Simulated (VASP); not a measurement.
The system is Sr2Re.

```xyz
3
Lattice="0.0000 3.2995 3.2995 3.2995 0.0000 3.2995 3.2995 3.2995 0.0000" Properties=species:S:1:pos:R:3 pbc="T T T"
Sr    1.6498    1.6498    1.6498
Sr    3.2995    3.2995    3.2995
Re    0.0000    0.0000    0.0000
```

The cell was built by a generator and needn't be a form met in nature.

```yaml
Program: VASP 6.6.1
Task: relaxation of cell and atoms
Functional: RPBE
Potentials_or_basis: VASP PAW PBE potentials, release 64 (Sr_sv, Re)
Cutoff: 600 eV
k_mesh: 7 × 7 × 7
Occupations: methfessel-paxton, width 0.1 eV
Spin: no spin polarisation
```

At the start: pressure 17.5 GPa; volume 23.95 Å³/atom.

Problem. How do energy, volume and symmetry change on relaxing?

Solution. Over 4 steps the energy falls by 446.3 meV/atom and the volume is 35.01 Å³/atom (+46.2 %); space group F-43m (No. 216, to 0.05 Å).

Step by step:
| step | energy change (eV) | largest force (eV/Å) | pressure (GPa) | volume (Å³) |
| --- | --- | --- | --- | --- |
| 1 | 0.0000 | 0.0000 | 17.55 | 71.84 |
| 2 | -1.3351 | 0.0000 | 0.54 | 102.71 |
| 3 | -1.3383 | 0.0000 | -0.21 | 105.99 |
| 4 | -1.3390 | 0.0000 | 0.00 | 105.04 |

Final structure:
```
Sr Re
1.0
     0.00000    3.74488    3.74488
     3.74488    0.00000    3.74488
     3.74488    3.74488    0.00000
Sr Re
2 1
Direct
  0.25000 0.25000 0.25000
  0.50000 0.50000 0.50000
  0.00000 0.00000 0.00000
```

Caveat: the volume moved by over 15 % at a fixed basis, so the end points are rough; the PAW data sets were made with another functional, which shifts forces and pressure a little.
